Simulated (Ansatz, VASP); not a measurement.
# PtSe2 in two plane-wave programs

One calculation is typed for both programs; each brings its own data sets. How far apart do they land? The cell is taken from a series of runs on this material, whose earlier steps may have relaxed, scaled, displaced or heated it; both programs get it as it stands.

Main program and level: Ansatz 0.2.0; plane waves, with VASP 6.6.1 beside it; single point at PBEsol.

### 1. Starting point

The cell holds 3 atoms: 2 Se and 1 Pt. Its edges and angles: a = 3.724 Å, b = 3.724 Å, c = 17.531 Å, α = 90.0°, β = 90.0°, γ = 120.0°. It derives from PtSe2 (Sudovikovite). As first built, before any earlier steps moved the atoms (in the runner's words): kind sheets cut from a layered crystal; sheets 1; fields 0 to 0.4 V/Å. Vacuum lies along c.

### 2. Ansatz: single point, PBEsol

Ansatz runs on its default PAW (the set named soft_2) files.

With cell and atoms fixed, the geometry can't cause a difference; cores, projectors, grids and the points listed under the comparison can.

The input, input.yaml:

```yaml
crystal:
  lattice:
    - [3.7240000002, 0.0, 0.0]
    - [-1.8620000001, 3.2250786038, 0.0]
    - [0.0, 0.0, 17.531]
  atoms:
    - { symbol: Se, position: [0.3333333333, 0.6666666667, 0.5728583411] }
    - { symbol: Pt, position: [0.0, 0.0, 0.5] }
    - { symbol: Se, position: [0.6666666667, 0.3333333333, 0.4271416589] }
kpoints:
  mp_grid: { grid: [12, 12, 1] }
scf:
  occupations: { method: fermi_dirac, width: 0.02 }
  n_extra_bands: 8
hamiltonian:
  xc: pbesol
  pseudopotentials: { kind: paw }
output:
  forces: true
  write_potential: true
  volumetric_format: []
  dos:
    projected: true
    de: 0.05
    e_range: [-30, 12]
    method: { smearing: { sigma: 0.12, scheme: gaussian } }
  eigenstates:
    kpoints:
      - [0.33333333, 0.33333333, 0.0]
      - [0.31666667, 0.31666667, 0.0]
      - [0.3, 0.3, 0.0]
      - [0.28333333, 0.28333333, 0.0]
      - [0.26666667, 0.26666667, 0.0]
      - [0.25, 0.25, 0.0]
      - [0.23333333, 0.23333333, 0.0]
      - [0.21666667, 0.21666667, 0.0]
      - [0.2, 0.2, 0.0]
      - [0.18333333, 0.18333333, 0.0]
      - [0.16666667, 0.16666667, 0.0]
      - [0.15, 0.15, 0.0]
      - [0.13333333, 0.13333333, 0.0]
      - [0.11666667, 0.11666667, 0.0]
      - [0.1, 0.1, 0.0]
      - [0.08333333, 0.08333333, 0.0]
      - [0.06666667, 0.06666667, 0.0]
      - [0.05, 0.05, 0.0]
      - [0.03333333, 0.03333333, 0.0]
      - [0.01666667, 0.01666667, 0.0]
      - [0.0, 0.0, 0.0]
      - [0.02777778, 0.0, 0.0]
      - [0.05555556, 0.0, 0.0]
      - [0.08333333, 0.0, 0.0]
      - [0.11111111, 0.0, 0.0]
      - [0.13888889, 0.0, 0.0]
      - [0.16666667, 0.0, 0.0]
      - [0.19444444, 0.0, 0.0]
      - [0.22222222, 0.0, 0.0]
      - [0.25, 0.0, 0.0]
      - [0.27777778, 0.0, 0.0]
      - [0.30555556, 0.0, 0.0]
      - [0.33333333, 0.0, 0.0]
      - [0.36111111, 0.0, 0.0]
      - [0.38888889, 0.0, 0.0]
      - [0.41666667, 0.0, 0.0]
      - [0.44444444, 0.0, 0.0]
      - [0.47222222, 0.0, 0.0]
      - [0.5, 0.0, 0.0]
      - [0.48333333, 0.03333333, 0.0]
      - [0.46666667, 0.06666667, 0.0]
      - [0.45, 0.1, 0.0]
      - [0.43333333, 0.13333333, 0.0]
      - [0.41666667, 0.16666667, 0.0]
      - [0.4, 0.2, 0.0]
      - [0.38333333, 0.23333333, 0.0]
      - [0.36666667, 0.26666667, 0.0]
      - [0.35, 0.3, 0.0]
    e_range: [-8.0, 6.0]
    unfold:
      supercell_matrix: [[1, 0, 0], [0, 1, 0], [0, 0, 1]]
      layers:
        axis: 3
        edges: [0.198974, 0.398621, 0.465775, 0.534225, 0.601379, 0.801026]
```

Started as:

```
ansatz run input.yaml --threads 4 --pin off --max-ram 11264MiB --backend cpu --events-out ev --progress --plain --runs-dir out
```

Numbers of over 12 decimals in the logs are rounded to 6 here.

The log of the run:

```text
scf.n_extra_bands = 8 over 25 filled bands (N_el = 50.0): the run solves 33 bands
Engine: ansatz 0.2.0, x86_64-unknown-linux-gnu
Pseudopotentials: kind: paw
Pseudopotential: Se, paw, valence charge 16, recommended cutoff 420 eV (normal), Se.paw.azcp
Pseudopotential: Pt, paw, valence charge 18, recommended cutoff 420 eV (normal), Pt.paw.azcp
Functional definition: PBEsol
  exchange = pbesol_x
  correlation = pbesol_c
Crystal: 3 atoms, lattice volume = 210.551 Å³
Basis set: ecut = 420 eV, 4127 PW (Γ), exchange–correlation on 50×50×240 points (8 copies of the dense FFT grid, shifted against one another)
Bands: 33, of which v1, the nominal top of the filled ones, is band 25 counted from 1 (24 counted from 0)
Symmetry: 12 space group operations
Space group: P-3m1 (ITA 164), of the structure as read, at distance tolerance 5.9e-5 Å
k-points: 19 of 144
Non-local potential: Se, projectors of the file, l = 0: 2, l = 1: 2, l = 2: 3, l = 3: 1
Non-local potential: Pt, projectors of the file, l = 0: 3, l = 1: 2, l = 2: 2, l = 3: 1
PAW form: soft (Blöchl's): semilocal exchange-correlation on the pseudo side does not see the compensation charge
PAW frozen core: Se, regenerated for the run's functional, and the local potential with it (the file was generated under x = pbe(κ = 0.804, μ = 0.219515), c = pbe(β = 0.066725))
PAW frozen core: Pt, regenerated for the run's functional, and the local potential with it (the file was generated under x = pbe(κ = 0.804, μ = 0.219515), c = pbe(β = 0.066725))
PAW one-centre angular grid: Se, 590 points (default); XC on 64 Gauss nodes
PAW one-centre angular grid: Pt, 590 points (default); XC on 64 Gauss nodes
Initial density: superposition of atomic densities (neutral atoms: chi_scale 0, normalization atom), corrected by the library's trained network
Initial wavefunctions: pseudopotential atomic-orbital guess
Functional: x = pbesol(κ = 0.804, μ = 0.123457), c = pbesol(β = 0.046)
SCF iter   1: F=—  HF=-23233.340354 eV  |F-HF|=—  |Δ(HF+E_count)|=         —  Δρ=1.96e-3  dr2=7.04e-3  ethr=1.77e-3  ⟨swp⟩=8.5  Hψ=3013  notcnv=0  defer=1
preconditioner: auto → Resta (q_TF=auto, 2.147 Å⁻¹)  ε∞=2.2  [insulator: Δε(μ)=1.408 eV  Ē_g=10.804 eV  σ=0.020 eV  W_gap=1.00  n_scr=40 (ndim 8)  ℏωp=12.0 eV  f_vac=0.675  D(μ)=0.00/eV (n_scr^D=0)  ε∞_Penn≈2.2  vacuum switching on, ρ_ref=8.5e-3 e/Å³]
SCF iter   2: F=—  HF=-23233.338303 eV  |F-HF|=—  |Δ(HF+E_count)|=   2.05e-3  Δρ=9.40e-4  dr2=2.80e-3  ethr=1.41e-5  ⟨swp⟩=2.6  Hψ=1373  notcnv=0  defer=51
SCF iter   3: F=—  HF=-23233.338242 eV  |F-HF|=—  |Δ(HF+E_count)|=   6.03e-5  Δρ=6.03e-4  dr2=7.66e-4  ethr=5.61e-6  ⟨swp⟩=2.0  Hψ=836  notcnv=0  defer=51
SCF iter   4: F=—  HF=-23233.338236 eV  |F-HF|=—  |Δ(HF+E_count)|=   6.04e-6  Δρ=1.65e-4  dr2=3.41e-5  ethr=1.53e-6  ⟨swp⟩=2.4  Hψ=840  notcnv=0  defer=51
SCF iter   5: F=—  HF=-23233.338289 eV  |F-HF|=—  |Δ(HF+E_count)|=   5.26e-5  Δρ=4.11e-5  dr2=2.65e-6  ethr=6.82e-8  ⟨swp⟩=2.0  Hψ=870  notcnv=0  defer=51
SCF iter   6: F=—  HF=-23233.338291 eV  |F-HF|=—  |Δ(HF+E_count)|=   2.11e-6  Δρ=1.06e-5  dr2=2.25e-7  ethr=5.29e-9  ⟨swp⟩=2.1  Hψ=826  notcnv=0  defer=51
SCF iter   7: F=-23233.338291 eV  HF=-23233.338291 eV  |F-HF|=9.51e-9  |Δ(HF+E_count)|=   3.36e-7  Δρ=2.29e-6  dr2=1.05e-8  ethr=2.00e-10  ⟨swp⟩=18.2  Hψ=4791  notcnv=0
SCF 1 converged in 7 iterations: F = -23233.338291 eV  dr2 = 1.05e-8
  greatest PAW one-centre occupation: 1.000 electrons in one spin orbital (limit 2), on the Pt atom at site 1 (counted from 0), in its partial waves of l = 0
NSCF: frozen V_eff on 48 k-points
WARN: The output density's exchange-correlation potential varies sharply where the density is thin. Do not read a vacuum level from v_tot or v_xc, or from such a field of the output density. On a cell that repeats whose density bears no net charge and no dipole along the vacuum's axis use v_es (v_loc + v_h of the components); under efield.dipole_correction with no amplitude use v_es + v_field, which holds any externa [...]
SCF converged after 7 iterations
Free energy (F): -23233.338291 eV
Harris-Foulkes:  -23233.338291 eV  (|F-HF|=9.51e-9)
Internal energy: -23233.338291 eV  (E = F + TS)
E sigma→0 (E₀):  -23233.338291 eV
Fermi energy:    0.113164 eV
--- Per-component energies (eV) ---
  E_band       = -1595.608704
  E_kinetic    = 874.201941
  E_local      = -39800.475642  (includes V_loc(G=0)·N_el)
  E_nonlocal   = -981.570626
  E_hartree    = 19334.089630
  E_xc         = -466.582107
  E_vxc        = -498.006294  (∫ρ·V_xc dr)
  E_paw        = -13053.200906  (= ΣΔE_a)
  E_vpaw       = 142.062957  (= ΣTr[D̂ρ^β])
  E_aug_tail   = -0.001001  (compensation charges beyond the density's cutoff)
  E_ewald      = 10857.896537
  E_core_change = 2.303882  (= ΣΔE_core)
  E_smearing   = -0.000000  (= −TS)
  E_closure    = 0.000000  (closes the sum)
  Σ components = -23233.338291   (vs F -23233.338291, Δ=0.00e0)
--- Forces (eV/Å), atoms counted from 1 ---
  atom   1  Se     0.00000000     0.00000000     0.05447001
  atom   2  Pt     0.00000000    -0.00000000     0.00000000
  atom   3  Se    -0.00000000    -0.00000000    -0.05447001
  max |Σ_I F_I| component: 6.94e-18 eV/Å
--- Band table (eV; the first three rows and the last of 19) ---
  k-point 0: bands = [... 21 lower, -1.7756, -1.1739, -0.6435, -0.6435, 2.4724, 2.4724, 4.0228, 4.6409, ... 4 higher]
  k-point 1: bands = [... 21 lower, -2.0565, -1.0345, -0.6650, -0.6416, 1.9474, 2.3505, 4.2881, 4.8954, ... 4 higher]
  k-point 2: bands = [... 21 lower, -2.5546, -0.8045, -0.7238, -0.7219, 1.0835, 2.1352, 4.8382, 5.2304, ... 4 higher]
  k-point 18: bands = [... 21 lower, -3.2094, -2.8520, -1.5938, -1.5938, 1.2527, 1.2527, 5.6619, 7.6696, ... 4 higher]
```

### 3. VASP: single point, PBEsol

The same cell, functional, mesh and smearing now go to VASP, with its own data sets.

Lines of VASP's logs that name or quote its potential files are left out, and so is its time.

The input, INCAR:

```
SYSTEM = PtSe2
PREC = Accurate
ENCUT = 400
EDIFF = 1E-06
NELM = 120
ISMEAR = -1
SIGMA = 0.02
LREAL = .FALSE.
ALGO = Normal
GGA = PS
NBANDS = 17
LASPH = .TRUE.
LORBIT = 11
LWAVE = .FALSE.
LCHARG = .FALSE.
ISIF = 2
GGA_COMPAT = .FALSE.
EFERMI = MIDGAP
```

The input, POSCAR:

```
PtSe2
1.0
    3.7240000002      0.0000000000      0.0000000000
   -1.8620000001      3.2250786038      0.0000000000
    0.0000000000      0.0000000000     17.5310000000
Se Pt
2 1
Direct
    0.3333333333      0.6666666667      0.5728583411
    0.6666666667      0.3333333333      0.4271416589
    0.0000000000      0.0000000000      0.5000000000
```

The input, KPOINTS:

```
Automatic mesh
0
Gamma
12 12 1
0 0 0
```

The projector-augmented-wave data sets are Se and Pt (PBE family, release 64).

Started as:

```
mpirun -np 1 vasp_std
```

The log of the run:

```text
[banner, memory and clock lines left out]
running    1 mpi-ranks, on    1 nodes
 distrk:  each k-point on    1 cores,    1 groups
 distr:  one band on    1 cores,    1 groups

 POSCAR found type information on POSCAR SePt
 POSCAR found :  2 types and       3 ions
|                                                                             |
|               ----> ADVICE to this user running VASP <----                  |
|                                                                             |
|     You enforced a specific xc type in the INCAR file but a different       |
|     [... a line on the potential file left out ...]
|     I HOPE YOU KNOW WHAT YOU ARE DOING!                                     |
|                                                                             |

 LDA part: xc-table for (Slater+PW92), standard interpolation
 POSCAR, INCAR and KPOINTS ok, starting setup
 FFT: planning ... GRIDC
 FFT: planning ... GRID_SOFT
 FFT: planning ... GRID
 WAVECAR not read
 entering main loop
       N       E                     dE             d eps       ncg     rms          rms(c)
DAV:   1     0.141974907551E+03    0.14197E+03   -0.70320E+03   646   0.799E+02
DAV:   2    -0.451582823284E+01   -0.14649E+03   -0.14031E+03   915   0.165E+02
DAV:   3    -0.165123211757E+02   -0.11996E+02   -0.11930E+02   778   0.579E+01
DAV:   4    -0.167059097751E+02   -0.19359E+00   -0.19339E+00   839   0.818E+00
DAV:   5    -0.167092522198E+02   -0.33424E-02   -0.33418E-02   854   0.104E+00    0.130E+01
DAV:   6    -0.159987805064E+02    0.71047E+00   -0.50168E+00   728   0.203E+01    0.687E+00
DAV:   7    -0.158347059560E+02    0.16407E+00   -0.13766E+00   712   0.112E+01    0.325E+00
DAV:   8    -0.157800218596E+02    0.54684E-01   -0.10955E-01   828   0.319E+00    0.715E-01
DAV:   9    -0.157769643221E+02    0.30575E-02   -0.23651E-02   798   0.125E+00    0.208E-01
DAV:  10    -0.157770860407E+02   -0.12172E-03   -0.11980E-03   844   0.246E-01    0.164E-01
DAV:  11    -0.157772715663E+02   -0.18553E-03   -0.20666E-04   847   0.124E-01    0.845E-02
DAV:  12    -0.157771946850E+02    0.76881E-04   -0.33454E-04   858   0.169E-01    0.311E-02
DAV:  13    -0.157771927922E+02    0.18928E-05   -0.25378E-05   777   0.284E-02    0.131E-02
DAV:  14    -0.157772153455E+02   -0.22553E-04   -0.74626E-05   752   0.369E-02    0.345E-02
DAV:  15    -0.157772119071E+02    0.34385E-05   -0.13564E-05   792   0.188E-02    0.826E-03
DAV:  16    -0.157772217789E+02   -0.98718E-05   -0.16174E-06   607   0.646E-03    0.818E-03
DAV:  17    -0.157772293252E+02   -0.75463E-05   -0.17545E-06   665   0.104E-02    0.168E-03
DAV:  18    -0.157772399605E+02   -0.10635E-04   -0.14117E-06   632   0.585E-03    0.324E-03
DAV:  19    -0.157772426342E+02   -0.26737E-05   -0.82725E-08   697   0.159E-03    0.195E-03
DAV:  20    -0.157772481169E+02   -0.54827E-05   -0.32294E-07   597   0.251E-03    0.135E-03
DAV:  21    -0.157772488783E+02   -0.76133E-06   -0.20791E-08   704   0.848E-04
   1 F= -.15777249E+02 E0= -.15777249E+02  d E =-.112444E-15
```

OUTCAR, selected parts (step 3):

```text
ion  position               nearest neighbor table
   1  0.333  0.667  0.573-   3 2.50   3 2.50   3 2.50
   2  0.667  0.333  0.427-   3 2.50   3 2.50   3 2.50
   3  0.000  0.000  0.500-   1 2.50   2 2.50   1 2.50   2 2.50   2 2.50   1 2.50

  LATTYP: Found a hexagonal cell.
 ALAT       =     3.7240000002
 C/A-ratio  =     4.7075725024

 Subroutine GETGRP returns: Found 12 space group operations
 (whereof 12 operations were pure point group operations)

The static configuration has the point symmetry D_3d.

 Found     19 irreducible k-points:

   k-points           NKPTS =     19   k-points in BZ     NKDIM =     19   number of bands    NBANDS=     17

   dimension x,y,z NGX =    24 NGY =   24 NGZ =  120
   dimension x,y,z NGXF=    48 NGYF=   48 NGZF=  240

   ENCUT  =  400.0 eV  29.40 Ry    5.42 a.u.   6.07  6.07 28.59*2*pi/ulx,y,z

   NELECT =      22.0000    total number of electrons

 k-points in reciprocal lattice and weights: Automatic mesh
   0.00000000  0.00000000  0.00000000       0.007
   0.08333333  0.00000000  0.00000000       0.042
   0.16666667  0.00000000  0.00000000       0.042
   0.25000000  0.00000000  0.00000000       0.042
   0.33333333  0.00000000  0.00000000       0.042
   0.41666667  0.00000000  0.00000000       0.042
   0.50000000  0.00000000  0.00000000       0.021
   0.08333333  0.08333333  0.00000000       0.042
   0.16666667  0.08333333  0.00000000       0.083
[...]
0.33333333  0.25000000  0.00000000       0.083
   0.33333333  0.33333333  0.00000000       0.014

 average (electrostatic) potential at core
       1 -60.4311       2 -60.4311       3 -76.4617

 E-fermi :  -1.8515

 k-point     1 :       0.0000    0.0000    0.0000
  band No.  band energies     occupation
    ...
      7      -5.4883      2.00000
      8      -3.7309      2.00000
      9      -3.1311      2.00000
     10      -2.5969      2.00000
     11      -2.5969      2.00000
     12       0.5143      0.00000
     13       0.5143      0.00000
     14       2.0682      0.00000
     15       2.6811      0.00000
     16       3.1419      0.00000
    ...

 k-point     2 :       0.0833    0.0000    0.0000
  band No.  band energies     occupation
    ...
      7      -5.5457      2.00000
      8      -4.0117      2.00000
      9      -2.9914      2.00000
     10      -2.6202      2.00000
     11      -2.5956      2.00000
     12      -0.0112      0.00000
     13       0.3923      0.00000
     14       2.3339      0.00000
     15       2.9413      0.00000
     16       3.4405      0.00000
    ...

 k-point     3 :       0.1667    0.0000    0.0000
  band No.  band energies     occupation
    ...
      7      -5.6658      2.00000
      8      -4.5112      2.00000
      9      -2.7624      2.00000
     10      -2.6785      2.00000
     11      -2.6776      2.00000
     12      -0.8773      0.00000
     13       0.1770      0.00000
     14       2.8830      0.00000
     15       3.2805      0.00000
     16       3.6360      0.00000
    ...

  Total       -0.3252722     -0.3252722      0.1395950      0.0000000     -0.0000000      0.0000000
  in kB       -2.4751466     -2.4751466      1.0622424      0.0000000     -0.0000000      0.0000000
  external PRESSURE =      -1.2960169 kB  Pullay stress =       0.0000000 kB

  energy-cutoff  :      400.00
  volume of cell :      210.55
      direct lattice vectors                 reciprocal lattice vectors
     3.724000000  0.000000000  0.000000000     0.268528464  0.155034981  0.000000000
    -1.862000000  3.225078604  0.000000000     0.000000000  0.310069962  0.000000000
     0.000000000  0.000000000 17.531000000     0.000000000  0.000000000  0.057041812

 POSITION                                       TOTAL-FORCE (eV/Angst)
 -----------------------------------------------------------------------------------
     -0.00000      2.15005     10.04278        -0.000000     -0.000000      0.065591
      1.86200      1.07503      7.48822         0.000000      0.000000     -0.065591
      0.00000      0.00000      8.76550        -0.000000      0.000000      0.000000
 -----------------------------------------------------------------------------------
    total drift:                               -0.000000      0.000000     -0.000000

  FREE ENERGIE OF THE ION-ELECTRON SYSTEM (eV)
  ---------------------------------------------------
  free  energy   TOTEN  =       -15.7772488783 eV

  energy  without entropy=      -15.7772488783  energy(sigma->0) =      -15.77724888

 total charge
# of ion       s       p       d       tot
------------------------------------------
    1        1.477   2.248   0.061   3.786
    2        1.477   2.248   0.061   3.786
    3        0.682   0.723   8.012   9.417
--------------------------------------------------
tot          3.637   5.219   8.133  16.989

[... 3 further parts left out ...]
```

### 4. Comparison

Known differences besides the potentials themselves: the data sets hold 50 valence electrons in Ansatz (on its default PAW (the set named soft_2) files) and 22 in VASP; the cutoff is 420 eV in Ansatz and 400 eV in VASP; Ansatz makes its cores anew for this functional, VASP keeps those of its PBE data sets. Total energies have different zeros and are not compared.

The two programs side by side:

```csv
quantity,Ansatz,VASP,difference
gap on the k mesh (eV),1.402,1.393,+0.009
```

Forces (eV/Å; atoms numbered as in POSCAR):

```csv
atom,"Ansatz x, y, z","VASP x, y, z"
Se1,"0.000, 0.000, 0.054","0.000, 0.000, 0.066"
Se2,"0.000, 0.000, -0.054","0.000, 0.000, -0.066"
Pt3,"0.000, 0.000, 0.000","0.000, 0.000, 0.000"
```

The forces differ by 5.2 meV/Å r.m.s., which is 16.9 % of the r.m.s. force of 0.031 eV/Å (both taken over all components). A gap on the mesh is an upper bound, since the band edges may lie between its points; neither run holds spin-orbit coupling, which can move the band edges of a compound of Pt. With vacuum in the cell, a pressure given here is an average over mostly empty space and none of the material.

### 5. Results

| Property | Result |
| --- | --- |
| r.m.s. force difference (single point, PBEsol) | 5.2 meV/Å |

The r.m.s. force difference is 5.2 meV/Å (single point, PBEsol), within the 12 meV/Å picked in this series as the mark of a large difference. The data sets hold unlike numbers of valence electrons (50 in Ansatz and 22 in VASP), so part of the differences comes from the potentials. 1 further run of this series is not shown here. Such differences can come from data sets, numerical settings and the points named under the comparisons, not from the functional's error against experiment.

[Lines on the potential files, build, host, timing and source positions are cut from VASP's logs without a mark.]

[Logs are printed without paths, hosts, clocks, repeated set-up lines and the standing remarks that a program may print on its own settings, such as how far it seeks lower states.]

[Hosts, paths, dates, database ids (printed as entryN), source tags and the programs' standing remarks are cut or masked in the printed files.]
